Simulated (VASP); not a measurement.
Input of a VASP 6.6.1 run:

The input POSCAR:

```
AlB2Sb3
1.0
    5.9268200000     -3.4186700000      0.0000000000
    5.9268200000      3.4186700000      0.0000000000
    0.0000000000      0.0000000000      6.4607900000
Al B Sb
2 4 6
Direct
    0.8338540000      0.1661460000      0.9995020000
    0.1661460000      0.8338540000      0.4995020000
    0.5185940000      0.8268710000      0.9992550000
    0.1731290000      0.4814060000      0.9992550000
    0.4814060000      0.1731290000      0.4992550000
    0.8268710000      0.5185940000      0.4992550000
    0.4697150000      0.1589890000      0.8597360000
    0.8410110000      0.5302850000      0.8597360000
    0.2149290000      0.7850710000      0.9078050000
    0.5302850000      0.8410110000      0.3597360000
    0.1589890000      0.4697150000      0.3597360000
    0.7850710000      0.2149290000      0.4078050000
```

The input INCAR.step1:

```
SYSTEM = AlB2Sb3
PREC     = Accurate       ! precision mode
ENCUT    = 520            ! plane-wave cutoff, eV
EDIFF    = 1E-8           ! SCF threshold, eV
ISMEAR   = 0              ! smearing method
SIGMA    = 0.1            ! smearing width, eV
LREAL    = .False.        ! projectors in reciprocal space
LASPH    = .True.         ! aspherical terms in the spheres
NELM     = 60             ! most SCF steps
ALGO     = Normal         ! electronic algorithm
ISIF     = 3              ! what is computed and relaxed
LWAVE    = .False.        ! write WAVECAR
LCHARG   = .False.        ! write CHGCAR
GGA      = PE             ! functional
KPAR     = 8            
IBRION   = 2              ! ionic algorithm
NSW      = 40             ! ionic steps
EDIFFG   = -0.002         ! ionic threshold
```

INCAR.step2

```
SYSTEM = AlB2Sb3
PREC     = Accurate       ! precision mode
ENCUT    = 520            ! plane-wave cutoff, eV
EDIFF    = 1E-8           ! SCF threshold, eV
ISMEAR   = 0              ! smearing method
SIGMA    = 0.1            ! smearing width, eV
LREAL    = .False.        ! projectors in reciprocal space
LASPH    = .True.         ! aspherical terms in the spheres
NELM     = 60             ! most SCF steps
ALGO     = Normal         ! electronic algorithm
ISIF     = 2              ! what is computed and relaxed
LWAVE    = .False.        ! write WAVECAR
LCHARG   = .False.        ! write CHGCAR
GGA      = PE             ! functional
KPAR     = 8            
IBRION   = 6              ! ionic algorithm
NFREE    = 2            
POTIM    = 0.015          ! step
NSW      = 1              ! ionic steps
```

File KPOINTS:

```
Automatic mesh
0
Gamma
  4 4 4
  0 0 0
```

Potentials or basis: VASP PAW PBE potentials, release 64 (Al, B, Sb).

Run with:

```bash
$ cat potpaw_PBE.64/Al/POTCAR potpaw_PBE.64/B/POTCAR potpaw_PBE.64/Sb/POTCAR > POTCAR
$ cp INCAR.step1 INCAR
$ mpirun -np 8 vasp_std > vasp.out
$ cp CONTCAR POSCAR
$ cp INCAR.step2 INCAR
$ mpirun -np 8 vasp_std > vasp.out
```

Problem. Estimate the highest phonon frequency at Γ, LO-TO splitting left out.

Solution. 564 cm⁻¹.

Phonon frequencies in cm⁻¹ (negative: imaginary):
```
              q point                                                                                                                              frequencies
(0.000, 0.000, 0.000)  0 0 0 69 70 106 111 122 124 127 134 139 140 146 148 168 169 190 310 314 315 319 320 322 490 496 502 506 529 532 532 533 539 542 547 564
```

The run has no spin-orbit coupling, so splittings on Sb are missing.
